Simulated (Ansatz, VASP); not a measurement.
# WSe2: VASP beside Ansatz, part 2 of 2

One calculation is typed for both programs; each brings its own data sets. How far apart do they land? The cell is taken from a series of runs on this material, whose earlier steps may have relaxed, scaled, displaced or heated it; both programs get it as it stands.

VASP 6.6.1 and Ansatz 0.2.0.

So far: Starting point; VASP: G0W0 gap, PBE0 form with 90 % exact exchange with an exact-exchange share of 0.9.

## Step 3: Ansatz: G0W0 gap, PBE0 form with 90 % exact exchange with an exact-exchange share of 0.9

Level of this step: Ansatz beside VASP: G0W0 on Kohn-Sham DFT, plane waves, PBE0 form with 90 % exact exchange (Ansatz).

Ansatz runs on its PAW soft_1 files.

The same cell, functional and mesh now go to Ansatz, which takes its cutoff from its data sets.

input.yaml reads:

```yaml
crystal:
  lattice:
    - [3.29, 0.0, 0.0]
    - [-1.645, 2.8492235785, 0.0]
    - [0.0, 0.0, 12.97]
  atoms:
    - { symbol: W, position: [0.3333333333, 0.6666666667, 0.25] }
    - { symbol: W, position: [0.6666666667, 0.3333333333, 0.75] }
    - { symbol: Se, position: [0.3333333333, 0.6666666667, 0.621] }
    - { symbol: Se, position: [0.6666666667, 0.3333333333, 0.121] }
    - { symbol: Se, position: [0.3333333333, 0.6666666667, 0.879] }
    - { symbol: Se, position: [0.6666666667, 0.3333333333, 0.379] }
kpoints:
  mp_grid: { grid: [6, 6, 2] }
hamiltonian:
  xc: { exchange: pbe, correlation: pbe, exx: { coeff: 0.9 } }
  pseudopotentials: { kind: paw, azcp: { folder: soft_1 } }
scf:
  occupations: { method: fixed }
gw:
  n_empty_bands: 507
  ecut_chi: 150.0
  qp_bands: [v2, c2]
  qp_kpoints: band_edges
  screening: { model: contour_deformation }
```

Command:

```console
> ansatz run input.yaml --threads 3 --pin off --max-ram 92160MiB --backend cuda --events-out ev --progress --plain --runs-dir out --devices 1 --max-vram 13GiB
```

Numbers of over 12 decimals in the logs are rounded to 6 here.

The program printed:

```text
GPUs: using 1 of 1 available (devices: 1).
Engine: ansatz 0.2.0, x86_64-unknown-linux-gnu
Pseudopotentials: kind: paw
Pseudopotential: W, paw, valence charge 14, recommended cutoff 420 eV (normal), soft_1/W.paw.azcp
Pseudopotential: Se, paw, valence charge 16, recommended cutoff 420 eV (normal), soft_1/Se.paw.azcp
Functional definition: unnamed
  parameter a_1 = 0.9
  exchange = (1 - a_1)*pbe_x + a_1*exact_x
  correlation = pbe_c
davidson cushion auto → on  (no smearing: the cushion is to keep the highest requested band from converging to the state above it; pin scf.eigensolver.cushion to override)
device memory: the entry about to start is reckoned to put 2.5 GiB on a device that reports 38.1 GiB free (of which the cap on the GPU budget leaves the run 13.0 GiB)
GPU FFT provider: cuFFT
GPU libraries: cuBLAS 13.8.2, cuFFT 12.4.0, cuSOLVER 12.3.4
Crystal: 6 atoms, lattice volume = 121.580 Å³
Basis set: ecut = 420 eV, 2419 PW (Γ)
Bands: 56, of which v1, the nominal top of the filled ones, is band 46 counted from 1 (45 counted from 0)
Symmetry: 24 space group operations
Space group: P63/mmc (ITA 194), of the structure as read, at distance tolerance 5.0e-5 Å
k-points: 14 of 72
Non-local potential: W, projectors of the file, l = 0: 3, l = 1: 2, l = 2: 2, l = 3: 1
Non-local potential: Se, projectors of the file, l = 0: 2, l = 1: 2, l = 2: 3, l = 3: 1
PAW form: soft (Blöchl's): semilocal exchange-correlation on the pseudo side does not see the compensation charge
PAW frozen core: W, regenerated for the run's functional, and the local potential with it (the file was generated under x = pbe(κ = 0.804, μ = 0.219515), c = pbe(β = 0.066725))
PAW frozen core: Se, regenerated for the run's functional, and the local potential with it (the file was generated under x = pbe(κ = 0.804, μ = 0.219515), c = pbe(β = 0.066725))
PAW one-centre angular grid: W, 590 points (default); XC on 64 Gauss nodes
PAW one-centre angular grid: Se, 590 points (default); XC on 64 Gauss nodes
Initial density: superposition of atomic densities (chi_scale 0.1, normalization cell, long waves kept (reshape's long-wave potential 0.04 eV rms))
Initial wavefunctions: pseudopotential atomic-orbital guess
GPU buffer pool allocated for 51840 grid points (all kernels)
GPU transforms: local potential and band sums: pruned to the plane-wave sphere, on 24×24×90
Functional: x = pbe(κ = 0.804, μ = 0.219515), c = pbe(β = 0.066725), warm-up for x = 0.1 pbe(κ = 0.804, μ = 0.219515) + 0.9 exact, c = pbe(β = 0.066725)
SCF iter   1: F=—  HF=-42652.316223 eV  |F-HF|=—  |Δ(HF+E_count)|=         —  Δρ=3.64e-2  dr2=3.65e0  ethr=1.00e-1  ⟨swp⟩=4.1  Hψ=2136  notcnv=0
preconditioner: auto → none  [insulator: Δε(μ)=0.963 eV  Ē_g=9.121 eV  n_scr=40 (ndim 8)  ℏωp=20.2 eV  f_vac=0.022]
SCF iter   2: F=—  HF=-42652.644567 eV  |F-HF|=—  |Δ(HF+E_count)|=   3.28e-1  Δρ=3.99e-2  dr2=7.41e0  ethr=3.97e-3  ⟨swp⟩=4.4  Hψ=2164  notcnv=0
SCF iter   3: F=—  HF=-42651.754556 eV  |F-HF|=—  |Δ(HF+E_count)|=   8.90e-1  Δρ=1.99e-2  dr2=1.65e0  ethr=3.97e-3  ⟨swp⟩=3.8  Hψ=1963  notcnv=0
iter 4 solved again at ethr=1.04e-4 eV; its pass at ethr=1.80e-3 eV (dr2=9.60e-2 eV) is discarded
SCF iter   4: F=—  HF=-42651.528900 eV  |F-HF|=—  |Δ(HF+E_count)|=   2.26e-1  Δρ=6.27e-3  dr2=9.59e-2  ethr=1.04e-4  ⟨swp⟩=2.9  Hψ=3528  notcnv=0
SCF iter   5: F=—  HF=-42651.516571 eV  |F-HF|=—  |Δ(HF+E_count)|=   1.23e-2  Δρ=1.47e-3  dr2=2.50e-3  ethr=1.04e-4  ⟨swp⟩=3.0  Hψ=1815  notcnv=0
SCF iter   6: F=—  HF=-42651.517051 eV  |F-HF|=—  |Δ(HF+E_count)|=   4.80e-4  Δρ=2.76e-4  dr2=4.94e-5  ethr=2.72e-6  ⟨swp⟩=4.0  Hψ=2443  notcnv=0
SCF iter   7: F=-42651.516959 eV  HF=-42651.516990 eV  |F-HF|=3.11e-5  |Δ(HF+E_count)|=   6.05e-5  Δρ=1.47e-4  dr2=1.10e-5  ethr=5.37e-8  ⟨swp⟩=3.2  Hψ=2266  notcnv=0
SCF 1 stopped early in 7 iterations: F = -42651.516959 eV  dr2 = 1.10e-5
  greatest PAW one-centre occupation: 1.000 electrons in one spin orbital (limit 2), on the Se atom at site 4 (counted from 0), in its partial waves of l = 2
device memory: the entry about to start is reckoned to put 3.2 GiB (of the 3.2 GiB reckoned in all, the device holds 0.1 GiB already) on a device that reports 38.0 GiB free (of which the cap on the GPU budget leaves the run 13.0 GiB)
GPU FFT provider: cuFFT
GPU libraries: cuBLAS 13.8.2, cuFFT 12.4.0, cuSOLVER 12.3.4
Initial density: handed on by an earlier stage of this run
Initial wavefunctions: those handed on with the density
GPU buffer pool allocated for 51840 grid points (all kernels)
GPU transforms: local potential and band sums: pruned to the plane-wave sphere, on 24×24×90
Functional: x = 0.1 pbe(κ = 0.804, μ = 0.219515) + 0.9 exact, c = pbe(β = 0.066725)
[...]
device memory: the entry about to start is reckoned to put 3.1 GiB on a device that reports 47.5 GiB free (of which the cap on the GPU budget leaves the run 13.0 GiB)
NSCF: frozen V_eff on 14 k-points
Exchange-term sweep: 0 of 14 (spin, k) points
Exchange-term sweep: 1 of 14 (spin, k) points
Exchange-term sweep: 2 of 14 (spin, k) points
Exchange-term sweep: 3 of 14 (spin, k) points
Exchange-term sweep: 4 of 14 (spin, k) points
Exchange-term sweep: 5 of 14 (spin, k) points
Exchange-term sweep: 6 of 14 (spin, k) points
Exchange-term sweep: 7 of 14 (spin, k) points
Exchange-term sweep: 8 of 14 (spin, k) points
Exchange-term sweep: 9 of 14 (spin, k) points
Exchange-term sweep: 10 of 14 (spin, k) points
Exchange-term sweep: 11 of 14 (spin, k) points
Exchange-term sweep: 12 of 14 (spin, k) points
Exchange-term sweep: 13 of 14 (spin, k) points
Exchange-term sweep: 14 of 14 (spin, k) points
G₀W₀ screening: q 1/14
[... further progress lines ...]
hybrid SCF converged: 4 outer / 19 inner (+7 warm-up), last move |dexx| = 1.05e-7 eV, tail = 5.71e-8 eV
Stability not checked: this state was not tested for a lower state beside it, because the functional holds exact exchange (a hybrid, or Hartree-Fock), whose exchange loop this test does not read (fock_operator; see scf.lower_state_search)
Free energy (F): -42662.941473 eV
Frozen-core exchange: fock
Harris-Foulkes:  -42662.941473 eV  (|F-HF|=1.12e-8)
Internal energy: -42662.941473 eV  (E = F + TS)
E sigma→0 (E₀):  -42662.941473 eV
Fermi energy:    10.080524 eV
--- Per-component energies (eV) ---
  E_band       = -2781.977777
  E_kinetic    = 1266.549896
  E_local      = -12144.007264  (includes V_loc(G=0)·N_el)
  E_nonlocal   = -1471.787327
  E_hartree    = 6245.604248
  E_xc         = -156.845700
  E_vxc        = -152.489612  (∫ρ·V_xc dr)
  E_exx        = -1416.616786  (= α·E_x^exact, valence–valence)
  E_paw        = -24955.061800  (= ΣΔE_a)
  E_vpaw       = 61.783161  (= ΣTr[D̂ρ^β])
  E_aug_tail   = -0.001233  (compensation charges beyond the density's cutoff)
  E_ewald      = -9994.845457
  E_core_change = -35.930049  (= ΣΔE_core)
  E_smearing   = -0.000000  (= −TS)
  E_closure    = 0.000000  (closes the sum)
  Σ components = -42662.941473   (vs F -42662.941473, Δ=-7.28e-12)
--- Band table (eV; the first three rows and the last of 14) ---
  k-point 0: bands = [... 42 lower, 7.9209, 7.9927, 8.4410, 10.0805, 17.7712, 17.7712, 17.8104, 17.8104]
  k-point 1: bands = [... 42 lower, 7.8759, 7.8759, 9.6593, 9.6593, 17.7853, 17.7853, 17.7853, 17.7853]
  k-point 2: bands = [... 42 lower, 7.1463, 8.0610, 8.4174, 9.1146, 16.4580, 17.1298, 17.2339, 17.3571]
  k-point 13: bands = [... 42 lower, 5.7970, 5.7970, 9.8634, 9.8634, 15.5597, 15.5597, 17.5254, 17.5254]
  guard bands above this table: 6 of the run's 56 bands. The solve was not asked for them (output.publish_guard_bands: true or output.eigenvalues: true publishes all)
--- G₀W₀: contour deformation, 6 samples at zero and on the imaginary axis and 1 off it, 72 q-points, 507 empty bands' worth ---
  eigenvalues of the whole cell's RPA ε∞ on this k-mesh (on a slab, of 1 + 4πα/V) = 3.6057, 5.8773, 5.8773; static W/v taken at q = 0 is 0.180890
  bands read: the sum over 553 bands ends inside a degenerate multiplet in 8 slots, whose members it reads at an even weight; the widest, k=0: bands 553 to 554 (counted from 1) at 1/2 each
  gw.qp_kpoints: band_edges: 10 of 14 stored k-points solved, in 1 pass; an edge of the gap read off the rows below is read off those points alone
    valence top: of the k-points left out ik 6 came nearest to being solved in a further pass, in band 46 (counted from 1, as in the quasiparticle table): it holds the edge there only if its correction is more favourable than any solved in that band by at least 1.646 eV; those differ by 0.535 eV
    conduction bottom: of the k-points left out ik 4 came nearest to being solved in a further pass, in band 47 (counted from 1, as in the quasiparticle table): it holds the edge there only if its correction is more favourable than any solved in that band by at least 0.482 eV; those differ by 0.402 eV
    ik  band        ε_KS         Σx   Σc(E_QP)       V_xc       Z   E_QP_lin       E_QP  E_QP is
     0    45      8.4410   -18.1064     0.6712   -19.4156  0.8521    10.4080    10.4214  root
     0    46     10.0805   -19.2759     0.3596   -20.5661  0.8567    11.7230    11.7303  root
     0    47     17.7712   -13.2473    -3.5451   -15.0732  0.8522    16.0650    16.0520  root
     0    48     17.7712   -13.2473    -3.5451   -15.0732  0.8522    16.0650    16.0520  root
     1    45      9.6593   -18.9750     0.5043   -20.2427  0.8570    11.4223    11.4313  root
     1    46      9.6593   -18.9750     0.5043   -20.2427  0.8570    11.4223    11.4313  root
     1    47     17.7853   -13.1476    -3.6527   -15.0422  0.8550    16.0401    16.0272  root
     1    48     17.7853   -13.1476    -3.6527   -15.0422  0.8550    16.0401    16.0272  root
     2    45      8.4174   -18.4741     0.7018   -19.7752  0.8513    10.4065    10.4204  root
     2    46      9.1146   -18.9249     0.5590   -20.2093  0.8545    10.9475    10.9580  root
     2    47     16.4580   -12.4698    -3.4794   -14.3426  0.8583    14.8614    14.8515  root
     2    48     17.1298   -13.3056    -3.5156   -15.1641  0.8535    15.4840    15.4727  root
     3    45      8.9666   -18.8731     0.6327   -20.1417  0.8546    10.8565    10.8680  root
     3    46      8.9666   -18.8731     0.6327   -20.1417  0.8546    10.8565    10.8680  root
     3    47     16.8158   -12.8137    -3.5350   -14.6953  0.8562    15.1732    15.1623  root
     3    48     16.8158   -12.8137    -3.5350   -14.6953  0.8562    15.1732    15.1623  root
     8    45      8.3308   -18.8834     0.7047   -20.1826  0.8504    10.3207    10.3347  root
     8    46      8.4101   -18.9707     0.6967   -20.2554  0.8518    10.3781    10.3915  root
     8    47     15.4358   -12.1509    -3.3055   -14.0370  0.8616    14.0233    14.0164  root
     8    48     16.6827   -13.2781    -3.5886   -15.2028  0.8531    15.0298    15.0187  root
     9    45      8.3837   -18.9453     0.6990   -20.2352  0.8512    10.3589    10.3725  root
     9    46      8.3837   -18.9453     0.6990   -20.2352  0.8512    10.3589    10.3725  root
     9    47     15.9884   -12.6213    -3.4214   -14.5222  0.8588    14.4763    14.4679  root
     9    48     15.9884   -12.6213    -3.4214   -14.5222  0.8588    14.4763    14.4679  root
[...]
12    45      9.6994   -17.5728     0.1743   -18.9277  0.8581    11.2228    11.2286  root
    12    46     10.0538   -18.1213     0.1047   -19.4706  0.8579    11.5028    11.5078  root
    12    47     15.5597   -14.9774    -3.3472   -16.9684  0.8515    14.2098    14.2035  root
    12    48     15.5597   -14.9774    -3.3472   -16.9684  0.8515    14.2098    14.2035  root
    13    45      9.8634   -17.8075     0.1391   -19.1602  0.8581    11.3498    11.3552  root
    13    46      9.8634   -17.8075     0.1391   -19.1602  0.8581    11.3498    11.3552  root
    13    47     15.5597   -14.9747    -3.3473   -16.9658  0.8515    14.2099    14.2036  root
    13    48     15.5597   -14.9747    -3.3473   -16.9658  0.8515    14.2099    14.2036  root
```

## Step 4: Differences

Known differences besides the potentials themselves: exact exchange at q = 0 is treated differently, which shows on coarse meshes; VASP keeps PBE cores, Ansatz makes them for the functional; fixed occupations in Ansatz, narrow Gaussian smearing in VASP; the data sets hold 92 valence electrons in Ansatz (on its PAW soft_1 files) and 52 in VASP; the cutoff is 420 eV in Ansatz and 340 eV in VASP; Ansatz integrates over frequency by contour deformation, VASP on a grid of NOMEGA points; Ansatz's G0W0 levels solve the quasiparticle equation, VASP's are linearised. Total energies have different zeros and are not compared.

Both answers:

```tsv
quantity	Ansatz	VASP	difference
G0W0 gap on the mesh (eV)	2.29	2.44	-0.15
Kohn-Sham gap under it (eV)	5.36	5.46	-0.11
```

## Step 5: What came out

* difference in G0W0 gap on the mesh (G0W0 gap, PBE0 form with 90 % exact exchange with an exact-exchange share of 0.9): -0.15 eV

What this shows: The difference in G0W0 gap on the mesh is -0.15 eV (G0W0 gap, PBE0 form with 90 % exact exchange with an exact-exchange share of 0.9). The data sets hold unlike numbers of valence electrons (92 in Ansatz and 52 in VASP), so part of the differences may come from the potentials. Such differences can come from data sets, numerical settings and the points named under the comparisons, not from the functional's error against experiment.

[Lines on the potential files, build, host, timing and source positions are cut from VASP's logs without a mark.]

[Logs are printed without paths, hosts, clocks, repeated set-up lines and the standing remarks that a program may print on its own settings, such as how far it seeks lower states.]

[Hosts, paths, dates, database ids (printed as entryN), source tags and the programs' standing remarks are cut or masked in the printed files.]
